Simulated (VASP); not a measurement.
**PtP (relaxed from the zinc blende structure, space group F-43m): computed properties**

The numbers are results of PBEsol GGA, VASP's PBE PAW potentials (set 64) (plane waves; VASP 6.6.1), not measurements.

```
Item                                                                  Result
----------------------------------  ----------------------------------------
space group                                                      F-43m (216)
cell                                 a = b = c = 5.301 Å, α = β = γ = 90.00°
volume per atom                                               18.62 Å^3/atom
band gap (over mesh and band path)  none (metal, semimetal or under 0.01 eV)
density                                                          10.08 g/cm³
```

```cif
data_P4Pt4
_chemical_formula_sum 'Pt4 P4'
_space_group_name_H-M_alt 'F-43m'
_space_group_IT_number 216
_space_group_name_Hall 'F -4 2 3'
_cell_length_a 5.30142
_cell_length_b 5.30142
_cell_length_c 5.30142
_cell_angle_alpha 90.000
_cell_angle_beta 90.000
_cell_angle_gamma 90.000
loop_
_atom_site_label
_atom_site_type_symbol
_atom_site_symmetry_multiplicity
_atom_site_Wyckoff_symbol
_atom_site_fract_x
_atom_site_fract_y
_atom_site_fract_z
_atom_site_occupancy
Pt1 Pt 4 a 0.00000 0.00000 0.00000 1
P1 P 4 d 0.75000 0.75000 0.75000 1
```
(The calculation used a cell of 2 atoms; values per cell refer to that cell.)

Unless said otherwise, spin-orbit coupling is left out, though it shifts the bands of the heavy elements here.

The structure was generated: PtP was put into the zinc blende type (F-43m), which need not be its known phase. It was relaxed first, which changed the volume by -16 %. Symmetry was kept, so distortions that lower it aren't found. The electron count is odd and the run is not spin-polarised, which forces a metal.
